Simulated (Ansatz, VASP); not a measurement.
**Two plane-wave programs on AgAu**

```
Ag Au
1.0
     1.45759    0.84154    4.73064
    -1.45759    0.84154    4.73064
     0.00000   -1.68308    4.73064
Ag Au
1 1
Direct
  0.00000 0.00000 0.00000
  0.50000 0.50000 0.50000
```

The cell comes from a database or a generator and needn't be the stable form of this composition.

Alike in both runs: task single point; functional LDA; k mesh 9 × 9 × 9; occupations gaussian, width 0.1 eV; no spin polarisation.

|  | VASP | Ansatz |
| --- | --- | --- |
| version | VASP 6.6.1 | Ansatz 0.2.0 |
| potentials or method | VASP PAW LDA potentials, release 64 (Ag, Au) | scalar-relativistic, plane waves, PAW |
| plane-wave cutoff (eV) | 520 | 420 |
| valence electrons in the cell | 22 | 38 |

```csv
,VASP,Ansatz,Ansatz less VASP
gap on the k mesh at the Fermi level (eV),none,none,-
pressure (GPa),-9.0,-9.2,-0.25
largest component of the traceless stress (GPa),1.43,1.44,+0.018
```

A gap of «none» marks a metal or a gap that the smearing closes. The two sets of potentials don't hold the same shells in valence.

Spin-orbit coupling is left out, which matters for the levels of Au.
